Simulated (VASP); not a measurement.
Here is the system:

```xyz
4
Lattice="3.0269 0.0000 0.0000 -1.5135 2.6214 0.0000 0.0000 0.0000 5.7824" Properties=species:S:1:pos:R:3 pbc="T T T"
Fe     1.5135     0.8738     5.6476
Fe     0.0000     1.7476     2.7564
O      1.5135     0.8738     3.7499
O      0.0000     1.7476     0.8587
```
Starting moments (μB, in the order of the record's atoms Fe Fe O O): 3.7 3.7 0.3 0.3.

Computed with r2SCAN meta-GGA, VASP's PBE PAW potentials (set 64) (plane waves; VASP). Run with 520 eV cut-off, 13×13×6 Γ-centred mesh, tetrahedra with Blöchl corrections, potentials Fe O.

The moments were started parallel, and other spin orders were not tried in this run.

**Question.** Give the spin-up energies of bands 7 to 20 at the high-symmetry points, in eV from the Fermi level.

**Answer.** 
| band | Γ | M | K | A | L | H |
|---|---|---|---|---|---|---|
| 7 | -6.37 | -7.08 | -6.86 | -6.69 | -6.65 | -6.48 |
| 8 | -6.37 | -5.88 | -6.86 | -6.69 | -6.65 | -6.48 |
| 9 | -4.79 | -5.24 | -4.79 | -4.64 | -4.59 | -4.70 |
| 10 | -4.79 | -4.27 | -4.62 | -4.64 | -4.59 | -4.70 |
| 11 | -4.62 | -4.13 | -4.39 | -4.64 | -4.13 | -4.34 |
| 12 | -4.50 | -4.11 | -4.39 | -4.64 | -4.13 | -4.34 |
| 13 | -4.50 | -4.11 | -4.09 | -3.26 | -3.72 | -3.70 |
| 14 | -2.37 | -3.39 | -3.62 | -3.26 | -3.72 | -3.70 |
| 15 | -2.37 | -3.29 | -3.62 | -1.74 | -2.62 | -3.03 |
| 16 | -1.71 | -2.97 | -2.41 | -1.74 | -2.62 | -3.03 |
| 17 | -1.15 | -2.60 | -2.41 | -1.74 | -2.30 | -2.23 |
| 18 | -1.15 | -1.46 | -1.97 | -1.74 | -2.30 | -2.23 |
| 19 | 0.03 | 4.93 | 5.55 | 2.07 | 4.70 | 6.43 |
| 20 | 5.33 | 5.66 | 7.03 | 2.07 | 4.70 | 6.43 |

**Question.** Give the spin-down energies of bands 7 to 20 at the high-symmetry points, in eV from the Fermi level.

**Answer.** 
| band | Γ | M | K | A | L | H |
|---|---|---|---|---|---|---|
| 7 | -4.50 | -5.21 | -5.83 | -4.76 | -4.91 | -5.29 |
| 8 | -4.50 | -4.56 | -5.83 | -4.76 | -4.91 | -5.29 |
| 9 | -0.68 | -1.02 | -0.81 | -0.06 | -0.69 | -0.80 |
| 10 | -0.55 | -0.76 | -0.71 | -0.06 | -0.69 | -0.80 |
| 11 | 0.22 | 0.40 | 0.11 | 0.50 | 0.77 | 0.56 |
| 12 | 0.22 | 0.91 | 0.11 | 0.50 | 0.77 | 0.56 |
| 13 | 0.93 | 1.00 | 1.04 | 0.50 | 1.00 | 0.87 |
| 14 | 0.93 | 1.04 | 1.31 | 0.50 | 1.00 | 0.87 |
| 15 | 1.16 | 1.16 | 1.31 | 2.00 | 1.34 | 1.62 |
| 16 | 1.16 | 1.36 | 1.78 | 2.00 | 1.34 | 1.62 |
| 17 | 2.68 | 1.62 | 1.78 | 2.00 | 1.92 | 1.89 |
| 18 | 2.68 | 2.64 | 2.28 | 2.00 | 1.92 | 1.89 |
| 19 | 2.95 | 6.09 | 6.59 | 3.31 | 5.89 | 7.42 |
| 20 | 6.11 | 6.53 | 8.00 | 3.31 | 5.89 | 7.42 |

It has no gap at this level: it comes out as a metal or semimetal.

The structure was generated: FeO was put into the wurtzite type (P6_3mc), which need not be its known phase. It was relaxed first, which changed the volume by -8 %.
